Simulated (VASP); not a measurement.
Here is the system:

```
SrTe
1.0
    0.00000     3.36179     3.36179
    3.36179     0.00000     3.36179
    3.36179     3.36179     0.00000
Sr Te
1 1
Direct
  0.00000   0.00000   0.00000
  0.50000   0.50000   0.50000
```

Level of theory: PBE GGA with spin-orbit coupling, VASP's PBE PAW potentials (set 64) (plane waves; VASP). Run with 400 eV cut-off, 6×6×6 Γ-centred mesh, Gaussian smearing of 0.050 eV, potentials Sr_sv Te.

Q: Give the energies of bands 11 to 23 at the high-symmetry points, in eV from the valence-band maximum.

A: 
```csv
band,Γ,X,U,L,W
11,-0.84,-2.26,-2.22,-3.06,-2.13
12,-0.84,-2.26,-2.22,-3.06,-2.13
13,0.00,-1.20,-1.84,-1.51,-1.66
14,0.00,-1.20,-1.84,-1.51,-1.66
15,0.00,-0.76,-1.14,-1.13,-1.57
16,0.00,-0.76,-1.14,-1.13,-1.57
17,2.46,1.49,2.55,3.57,3.60
18,2.46,1.49,2.55,3.57,3.60
19,3.01,3.53,4.56,4.82,3.70
20,3.01,3.53,4.56,4.82,3.70
21,3.01,4.51,5.19,5.03,4.13
22,3.01,4.51,5.19,5.03,4.13
23,3.05,5.71,5.28,5.03,5.35
```

The gap is indirect, 1.49 eV, from the valence maximum at Γ to the conduction minimum at X.

The compound is SrTe in the rock salt structure. It was relaxed first.
